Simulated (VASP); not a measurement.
Consider the following.

```
CELL_PARAMETERS angstrom
      1.85399    -3.21121     0.00000
      1.85399     3.21121     0.00000
      0.00000     0.00000     5.93069
ATOMIC_POSITIONS crystal
  Zr 0.00000 0.00000 0.00000
  S  0.33333 0.66667 0.25114
  S  0.66667 0.33333 0.74886
```

Level of theory: vdW-DF-cx, VASP's PBE PAW potentials (set 64) (plane waves; VASP). Numerical set-up: 520 eV cut-off, 7×7×4 Γ-centred mesh, Gaussian smearing of 0.050 eV, potentials Zr_sv S.

Problem. The ions and cell shape at fixed volume are relaxed. Predict the relaxed structure.

Solution. 
```
CELL_PARAMETERS angstrom
      1.82990    -3.16948     0.00000
      1.82990     3.16948     0.00000
      0.00000     0.00000     6.08788
ATOMIC_POSITIONS crystal
  Zr 0.00000 0.00000 0.00000
  S  0.33333 0.66667 0.23927
  S  0.66667 0.33333 0.76073
```
Space group P-3m1 (164), at a tolerance of 0.03 Å.

Problem. How much energy does the relaxation gain?

Solution. The energy (σ→0) changes by -16.0 meV/atom, in 5 ionic steps.

| step | E(σ→0) (eV) | max force (eV/Å) | pressure (GPa) | volume (Å³) |
|---|---|---|---|---|
| 1 | -16.2582 | 0.609 | -5.14 | 70.62 |
| 2 | -16.2868 | 0.319 | -3.69 | 70.62 |
| 3 | -16.2991 | 0.031 | -1.91 | 70.62 |
| 4 | -16.3048 | 0.013 | -1.54 | 70.62 |
| 5 | -16.3063 | 0.005 | -1.22 | 70.62 |

The compound is ZrS2 in the 1T layered structure. This cell is one point of a volume scan, at 1.06 of the reference volume. Symmetry was kept, so distortions that lower it aren't found.
